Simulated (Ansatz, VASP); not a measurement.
# BePd3C: VASP beside Ansatz, part 2 of 3

Wanted: the spread between two codes on one cell, functional and k mesh. The cell is generated by rule, not measured, and may not be a known phase. The cell is taken from a series of runs on this material, whose earlier steps may have relaxed, scaled, displaced or heated it; both programs get it as it stands.

VASP 6.6.1 and Ansatz 0.2.0.

So far: Starting point; VASP: zone-centre phonons, PBEsol.

### 2. VASP: zone-centre phonons, PBEsol (continued)

Level of this step: PBEsol; plane waves and PAW (Be, Pd, C); invented cell (VASP).

From OUTCAR (step 2):

```text
ion  position               nearest neighbor table
   1  0.000  0.081  0.081-   2 2.43   3 2.60   4 2.60   3 2.60   4 2.60   2 2.81   2 2.81
   2  0.000  0.492  0.492-   5 2.01   5 2.01   1 2.43   1 2.81   1 2.81   3 2.84   3 2.84   4 2.84
                             4 2.84   3 2.87   4 2.87   3 2.87   4 2.87
   3  0.500  0.486  0.997-   5 2.00   5 2.05   1 2.60   1 2.60   4 2.69   4 2.82   2 2.84   2 2.84
                             2 2.87   2 2.87   4 2.97   4 2.97
   4  0.500  0.997  0.486-   5 2.00   5 2.05   1 2.60   1 2.60   3 2.69   3 2.82   2 2.84   2 2.84
                             2 2.87   2 2.87   3 2.97   3 2.97
   5  0.500  0.502  0.502-   3 2.00   4 2.00   2 2.01   2 2.01   4 2.05   3 2.05

  LATTYP: Found a base centered orthorhombic cell.
 ALAT       =     5.5122427084
 B/A-ratio  =     1.0755525073
 C/A-ratio  =     0.7295019028

 Subroutine GETGRP returns: Found  4 space group operations
 (whereof  4 operations were pure point group operations)

The static configuration has the point symmetry C_2v.

 Found    186 irreducible k-points:

   k-points           NKPTS =    186   k-points in BZ     NKDIM =    186   number of bands    NBANDS=     24

   dimension x,y,z NGX =    32 NGY =   32 NGZ =   32
   dimension x,y,z NGXF=    64 NGYF=   64 NGZF=   64

   ENCUT  =  600.0 eV  44.10 Ry    6.64 a.u.   8.03  8.08  8.08*2*pi/ulx,y,z

   NELECT =      36.0000    total number of electrons

 k-points in reciprocal lattice and weights: Automatic mesh
   0.00000000  0.00000000  0.00000000       0.001
   0.10000000  0.00000000  0.00000000       0.002
   0.20000000  0.00000000  0.00000000       0.002
   0.30000000  0.00000000  0.00000000       0.002
   0.40000000  0.00000000  0.00000000       0.002
   0.50000000  0.00000000  0.00000000       0.001
   0.00000000  0.10000000  0.00000000       0.004
   0.10000000  0.10000000  0.00000000       0.008
   0.20000000  0.10000000  0.00000000       0.008
[...]
0.30000000 -0.40000000  0.10000000       0.008
[...]
POSITION                                       TOTAL-FORCE (eV/Angst)
 -----------------------------------------------------------------------------------
      0.00000      0.00000      0.48175         0.000000      0.000000     -0.007425
      0.00000      0.00000      2.91441         0.000000      0.000000      0.004304
      2.01060     -1.41000      4.39590         0.000000     -0.007426      0.007792
      2.01060      1.41000      4.39590         0.000000      0.007426      0.007792
      2.01060      0.00000      2.97867         0.000000      0.000000     -0.012463
 -----------------------------------------------------------------------------------
    total drift:                                0.000000      0.000000     -0.000083

 Eigenvectors and eigenvalues of the dynamical matrix
 ----------------------------------------------------

   1 f  =   15.778075 THz    99.136567 2PiTHz  526.299921 cm-1    65.252844 meV
             X         Y         Z           dx          dy          dz
      0.000000  0.000000  0.481745     0.043983   -0.000000   -0.000000
      0.000000  0.000000  2.914408     0.387356   -0.000000   -0.000000
      2.010596 -1.409999  4.395899    -0.045924   -0.000000   -0.000000
      2.010596  1.409999  4.395899    -0.045924    0.000000    0.000000
      2.010596  0.000000  2.978670    -0.918587   -0.000000   -0.000000

   2 f  =   15.286570 THz    96.048354 2PiTHz  509.905100 cm-1    63.220147 meV
             X         Y         Z           dx          dy          dz
      0.000000  0.000000  0.481745     0.000000   -0.000000   -0.045046
      0.000000  0.000000  2.914408     0.000000    0.000000    0.061121
      2.010596 -1.409999  4.395899    -0.000000    0.225048   -0.176982
      2.010596  1.409999  4.395899    -0.000000   -0.225048   -0.176982
      2.010596  0.000000  2.978670    -0.000000    0.000000    0.911206

   3 f  =   13.730992 THz    86.274368 2PiTHz  458.016595 cm-1    56.786795 meV
             X         Y         Z           dx          dy          dz
      0.000000  0.000000  0.481745    -0.000000    0.049766    0.000000
      0.000000  0.000000  2.914408    -0.000000   -0.073841   -0.000000
      2.010596 -1.409999  4.395899     0.000000    0.179380   -0.257976
      2.010596  1.409999  4.395899     0.000000    0.179380    0.257976
      2.010596  0.000000  2.978670     0.000000   -0.891411    0.000000

   4 f  =    7.075650 THz    44.457621 2PiTHz  236.018283 cm-1    29.262524 meV
             X         Y         Z           dx          dy          dz
      0.000000  0.000000  0.481745    -0.000000    0.000000   -0.945539
      0.000000  0.000000  2.914408    -0.000000   -0.000000    0.206153
      2.010596 -1.409999  4.395899     0.000000   -0.173924    0.028557
      2.010596  1.409999  4.395899     0.000000    0.173924    0.028557
      2.010596  0.000000  2.978670     0.000000   -0.000000    0.036433

   5 f  =    5.295448 THz    33.272283 2PiTHz  176.637144 cm-1    21.900205 meV
             X         Y         Z           dx          dy          dz
      0.000000  0.000000  0.481745    -0.889216    0.000000   -0.000000
      0.000000  0.000000  2.914408     0.411497   -0.000000    0.000000
      2.010596 -1.409999  4.395899    -0.100234    0.000000   -0.000000
      2.010596  1.409999  4.395899    -0.100234   -0.000000    0.000000
      2.010596  0.000000  2.978670     0.140968    0.000000   -0.000000

   6 f  =    5.181892 THz    32.558790 2PiTHz  172.849323 cm-1    21.430575 meV
             X         Y         Z           dx          dy          dz
      0.000000  0.000000  0.481745     0.000000   -0.000000   -0.189483
      0.000000  0.000000  2.914408    -0.000000    0.000000    0.253784
      2.010596 -1.409999  4.395899     0.000000    0.622178   -0.040688
      2.010596  1.409999  4.395899     0.000000   -0.622178   -0.040688
      2.010596  0.000000  2.978670    -0.000000    0.000000   -0.349525

   7 f  =    4.190631 THz    26.330514 2PiTHz  139.784419 cm-1    17.331051 meV
             X         Y         Z           dx          dy          dz
      0.000000  0.000000  0.481745    -0.000000   -0.666733   -0.000000
      0.000000  0.000000  2.914408    -0.000000   -0.426529    0.000000
      2.010596 -1.409999  4.395899    -0.000000    0.264817   -0.283706
      2.010596  1.409999  4.395899     0.000000    0.264817    0.283706
      2.010596  0.000000  2.978670    -0.000000    0.268899   -0.000000

   8 f  =    3.930416 THz    24.695529 2PiTHz  131.104550 cm-1    16.254885 meV
             X         Y         Z           dx          dy          dz
      0.000000  0.000000  0.481745     0.425550    0.000000    0.000000
      0.000000  0.000000  2.914408     0.607031    0.000000    0.000000
      2.010596 -1.409999  4.395899    -0.417859   -0.000000    0.000000
      2.010596  1.409999  4.395899    -0.417859    0.000000    0.000000
      2.010596  0.000000  2.978670     0.318134    0.000000    0.000000

   9 f  =    3.097428 THz    19.461717 2PiTHz  103.319093 cm-1    12.809929 meV
             X         Y         Z           dx          dy          dz
      0.000000  0.000000  0.481745     0.000000    0.000000    0.203770
      0.000000  0.000000  2.914408     0.000000    0.000000    0.759700
      2.010596 -1.409999  4.395899    -0.000000   -0.178880   -0.391409
      2.010596  1.409999  4.395899     0.000000    0.178880   -0.391409
      2.010596  0.000000  2.978670     0.000000   -0.000000   -0.104571

  10 f  =    2.630805 THz    16.529834 2PiTHz   87.754203 cm-1    10.880130 meV
             X         Y         Z           dx          dy          dz
      0.000000  0.000000  0.481745     0.000000   -0.000000    0.000000
      0.000000  0.000000  2.914408     0.000000    0.000000    0.000000
      2.010596 -1.409999  4.395899     0.707107   -0.000000   -0.000000
      2.010596  1.409999  4.395899    -0.707107   -0.000000    0.000000
      2.010596  0.000000  2.978670    -0.000000   -0.000000   -0.000000

  11 f  =    1.050654 THz     6.601452 2PiTHz   35.046033 cm-1     4.345152 meV
             X         Y         Z           dx          dy          dz
      0.000000  0.000000  0.481745    -0.000000    0.092394    0.000000
      0.000000  0.000000  2.914408    -0.000000   -0.554063    0.000000
      2.010596 -1.409999  4.395899    -0.000000    0.278418    0.506245
      2.010596  1.409999  4.395899    -0.000000    0.278418   -0.506245
      2.010596  0.000000  2.978670    -0.000000   -0.129909    0.000000

  12 f/i=    0.002723 THz     0.017108 2PiTHz    0.090822 cm-1     0.011260 meV
             X         Y         Z           dx          dy          dz
      0.000000  0.000000  0.481745    -0.000000   -0.000000   -0.162792
      0.000000  0.000000  2.914408    -0.000000   -0.000000   -0.558762
      2.010596 -1.409999  4.395899    -0.000000   -0.000172   -0.559469
      2.010596  1.409999  4.395899    -0.000000    0.000172   -0.559469
      2.010596  0.000000  2.978670    -0.000000   -0.000000   -0.187812

  13 f/i=    0.005301 THz     0.033307 2PiTHz    0.176821 cm-1     0.021923 meV
             X         Y         Z           dx          dy          dz
      0.000000  0.000000  0.481745    -0.162075    0.000000    0.000000
      0.000000  0.000000  2.914408    -0.558694    0.000000    0.000000
      2.010596 -1.409999  4.395899    -0.559677    0.000000    0.000000
      2.010596  1.409999  4.395899    -0.559677    0.000000    0.000000
      2.010596  0.000000  2.978670    -0.187393    0.000000    0.000000

  14 f/i=    0.007966 THz     0.050055 2PiTHz    0.265734 cm-1     0.032947 meV
             X         Y         Z           dx          dy          dz
      0.000000  0.000000  0.481745     0.000000    0.164292   -0.000000
      0.000000  0.000000  2.914408     0.000000    0.554131   -0.000000
      2.010596 -1.409999  4.395899     0.000000    0.561619    0.003407
      2.010596  1.409999  4.395899     0.000000    0.561619   -0.003407
      2.010596  0.000000  2.978670     0.000000    0.187329   -0.000000

  15 f/i=    1.733354 THz    10.890983 2PiTHz   57.818460 cm-1     7.168572 meV
             X         Y         Z           dx          dy          dz
      0.000000  0.000000  0.481745    -0.000000   -0.719349    0.000000
      0.000000  0.000000  2.914408     0.000000    0.445616   -0.000000
      2.010596 -1.409999  4.395899    -0.000000   -0.069009    0.310908
      2.010596  1.409999  4.395899    -0.000000   -0.069009   -0.310908
      2.010596  0.000000  2.978670    -0.000000   -0.284801   -0.000000

 ELASTIC MODULI CONTR FROM IONIC RELAXATION (kBar)
 Direction    XX          YY          ZZ          XY          YZ          ZX
 --------------------------------------------------------------------------------
 XX        -191.3709   -111.3535   -375.0390      0.0000     -0.0000      0.0000
 YY        -111.3535   -281.2526   -300.2278      0.0000     -0.0000      0.0000
 ZZ        -375.0390   -300.2278   -795.1505      0.0000     -0.0000      0.0000
 XY           0.0000      0.0000      0.0000     -0.1358      0.0000     -0.0000
 YZ          -0.0000     -0.0000     -0.0000      0.0000   -169.9761      0.0000
 ZX           0.0000      0.0000      0.0000     -0.0000      0.0000    -55.4430
 --------------------------------------------------------------------------------
```

Energies printed during the response cycles are not total energies of the cell. The PAW data sets were made with PBE, which is usual practice but a small mismatch for other functionals.

(Continued in part 3 of 3.)

[Lines on the potential files, build, host, timing and source positions are cut from VASP's logs without a mark.]

[Logs are printed without paths, hosts, clocks, repeated set-up lines and the standing remarks that a program may print on its own settings, such as how far it seeks lower states.]

[Hosts, paths, dates, database ids (printed as entryN), source tags and the programs' standing remarks are cut or masked in the printed files.]
